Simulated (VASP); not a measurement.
# 2 units of BaHfO3 (001), HfO2 faces on Al(100): relaxation and electronic structure, part 2 of 2

Aim: model 2 units of BaHfO3 (001), HfO2 faces on Al(100) by a slab and find how far its highest filled level lies below the vacuum.

VASP 6.6.1; PBEsol; plane waves and PAW (Al, Hf, O, Ba_sv).

So far. Step 3 (Vacuum level and density of states): The vacuum level lies 2.56 eV above the Fermi level at the upper face; the two faces differ by 1.88 eV, the step that the slab's dipole of -0.181 e·Å makes. Step 4 (The slab in a field, field -0.1): Energy at zero smearing: -151.28425 eV.

## 5. The slab in a field, field 0.1 (continued)

The planar average of the electrostatic potential oscillates, so the rows of the table below give means over windows of 2.04 Å about each position, cut where the curve ends. Its maxima inside the range that stand out by 2 % of the span (Å: eV): 0.8: 5.10, 10.0: -1.91, 11.9: -1.95, 14.0: -1.88, 16.0: -1.91, 18.1: -2.45, 20.1: -2.48, 22.2: -1.82, 24.2: -3.25, 27.5: 2.27. Its minima: 9.0: -14.0, 10.9: -14.2, 13.0: -14.2, 15.0: -14.1, 17.0: -11.0, 19.1: -8.28, 21.1: -11.0, 23.3: -8.24, 25.2: -10.5.

Zero at the Fermi level. The planar average of the electrostatic potential by height; means over each step:

height (Å), planar average of the electrostatic potential (eV) and a bar from the least value:
```
     1.02        4.4 #############################
     3.06        4.9 ##############################
     5.10        4.7 #############################
     7.14        3.3 ##########################
     9.18       -7.1 #
    11.22       -7.4 
    13.26       -7.4 
    15.30       -7.3 
    17.34       -6.1 ###
    19.38       -5.1 ######
    21.42       -5.9 ####
    23.46       -5.2 #####
    25.50       -4.7 ######
    27.54        2.2 #######################
    29.58        2.1 #######################
    31.62        1.9 #######################
    33.66        1.7 ######################
```

Force by atom:

| atom | x (eV/Å) | y (eV/Å) | z (eV/Å) | size |
| --- | --- | --- | --- | --- |
| Al1 | 0.000 | 0.000 | -0.010 | 0.010 |
| Al2 | 0.000 | 0.000 | -0.021 | 0.021 |
| Al3 | 0.000 | 0.000 | -0.006 | 0.006 |
| Al4 | 0.000 | 0.000 | -0.006 | 0.006 |
| Al5 | 0.000 | 0.000 | -0.001 | 0.001 |
| Al6 | 0.000 | 0.000 | -0.007 | 0.007 |
| Al7 | 0.000 | 0.000 | -0.003 | 0.003 |
| Al8 | 0.000 | 0.000 | -0.003 | 0.003 |
| Hf9 | 0.000 | 0.000 | -0.056 | 0.056 |
| Hf10 | 0.000 | 0.000 | -0.116 | 0.116 |
| Hf11 | 0.000 | 0.000 | -0.077 | 0.077 |
| O12 | 0.000 | 0.000 | 0.017 | 0.017 |
| O13 | 0.000 | 0.000 | 0.017 | 0.017 |
| O14 | 0.000 | 0.000 | 0.080 | 0.080 |
| O15 | 0.000 | 0.000 | 0.048 | 0.048 |
| O16 | 0.000 | 0.000 | 0.048 | 0.048 |
| O17 | 0.000 | 0.000 | 0.060 | 0.060 |
| O18 | 0.000 | 0.000 | 0.052 | 0.052 |
| O19 | 0.000 | 0.000 | 0.052 | 0.052 |
| Ba20 | 0.000 | 0.000 | -0.030 | 0.030 |
| Ba21 | 0.000 | 0.000 | -0.036 | 0.036 |

Energy at zero smearing: -151.24777 eV.

## 6. Putting the energies together

This step: slab, PBEsol; plane waves and PAW (VASP 6.6.1).

Derived from the runs above.

Numbers from this step:

```
polarisability per area of the slab or monolayer : 1.401 Å
```

VASP counts both for electrons: a positive EFIELD is a field along -c, and a positive dipole, in electrons times A, points along -c. Field, by row:

| EFIELD (eV/Å) | dipole along z (e Å) | energy change (eV) |
| --- | --- | --- |
| -0.1 | -0.3499 | -0.02669 |
| 0 | -0.181 | 0 |
| 0.1 | -0.01151 | 0.009791 |

The polarisability is the slope of the dipole against the field, as a volume for each unit of area.

## 7. Slab, other settings: ENCUT = 700 and MAXMIX = 5

This step: PBEsol; plane waves and PAW (Al, Hf, O, Ba_sv) (VASP 6.6.1).

The run is repeated with some settings moved, to see what they change.

INCAR

```
SYSTEM = Ba2Hf3Al8O8
PREC = Normal
ENCUT = 700
EDIFF = 1E-06
NELM = 120
ISMEAR = -1
SIGMA = 0.1
LREAL = Auto
ALGO = Fast
GGA = PS
NBANDS = 73
LORBIT = 11
LWAVE = .FALSE.
LCHARG = .FALSE.
KPAR = 4
IDIPOL = 3
LDIPOL = .TRUE.
DIPOL = 0.5 0.5 0.514
LVHAR = .TRUE.
LVACPOTAV = .TRUE.
MAXMIX = 5
```

POSCAR

```
Ba2Hf3Al8O8
1.0
    4.1700000000      0.0000000000      0.0000000000
    0.0000000000      4.1700000000      0.0000000000
    0.0000000000      0.0000000000     34.2747367139
Al Hf O Ba
8 3 8 2
Direct
    0.0000000000      0.5000000000      0.2605899480
    0.5000000000      0.0000000000      0.2618688757
    0.0000000000      0.0000000000      0.3195867393
    0.5000000000      0.5000000000      0.3195867393
    0.0000000000      0.5000000000      0.3781519970
    0.5000000000      0.0000000000      0.3771087027
    0.0000000000      0.0000000000      0.4365988888
    0.5000000000      0.5000000000      0.4365988888
    0.5000000000      0.0000000000      0.4956344471
    0.5000000000      0.0000000000      0.6157033143
    0.5000000000      0.0000000000      0.7339512752
    0.0000000000      0.0000000000      0.4958784867
    0.5000000000      0.5000000000      0.4958784867
    0.5000000000      0.0000000000      0.5557610501
    0.0000000000      0.0000000000      0.6158585352
    0.5000000000      0.5000000000      0.6158585352
    0.5000000000      0.0000000000      0.6769027809
    0.0000000000      0.0000000000      0.7355159418
    0.5000000000      0.5000000000      0.7355159418
    0.0000000000      0.5000000000      0.5559758042
    0.0000000000      0.5000000000      0.6795305544
```

KPOINTS

```
Automatic mesh
0
Gamma
8 8 1
0 0 0
```

PAW data sets: Al, Hf, O and Ba_sv (PBE family, release 64).

On the command line:

```
mpirun -np 4 vasp_std
```

Run time: 6.8 min. Hardware: 4 MPI ranks of Intel Xeon 6975P-C (Granite Rapids), shared host; peak memory 3.4 GiB; 27 min of CPU time.

MAXMIX acts on the way to self-consistency or on speed; a fully converged result doesn't depend on them, though slow mixing can meet EDIFF with the stress still off.

This step gave:

| Quantity | Value |
| --- | --- |
| electronic cycles | 41 |
| free energy (TOTEN) | -151.2167 eV |
| energy at zero smearing | -151.1456 eV |
| Fermi energy | 1.786 eV |
| dipole moment | 0, 0, -0.1808 e·Å |
| vacuum levels | 4.353, 6.236 eV |
| work functions of the upper and lower face | 2.567, 4.450 eV |

Settings moved on purpose: ENCUT = 700 and MAXMIX = 5.

Against the run that it repeats, NBANDS also differs.

The two runs compared:

| quantity | this run | the run it repeats | difference |
| --- | --- | --- | --- |
| energy at zero smearing (eV) | -151.15 | -151.26 | 0.112 |
| free energy (TOTEN) (eV) | -151.22 | -151.33 | 0.112 |
| Fermi energy (eV) | 1.7855 | 1.7828 | 0.00270 |
| electronic cycles | 41 | 37 | 4 |

The total energy moves by 5.3 meV an atom.

## 8. Outcome

* work function of the slab: 2.56 eV
* polarisability per area of the slab or monolayer: 1.40 Å

What this shows: The work function is 2.56 eV at the upper face and 4.44 eV at the lower. The atom that ends on top (O) moved inwards by 0.07 Å, counted from the mean of all atoms. Spin-orbit coupling is left out, which matters for the heavy elements here. The cell in the plane was kept as given and was not relaxed here.

[Lines on the potential files, build, host, timing and source positions are cut from VASP's logs without a mark.]

[Logs are printed without paths, hosts, clocks, repeated set-up lines and the standing remarks that a program may print on its own settings, such as how far it seeks lower states.]

[Hosts, paths, dates, database ids (printed as entryN), source tags and the programs' standing remarks are cut or masked in the printed files.]

[In band tables of VASP the shares of atoms and orbitals are scaled to a sum of 1 inside the atoms' spheres.]

[Runs that stopped without an error message from VASP are left out.]
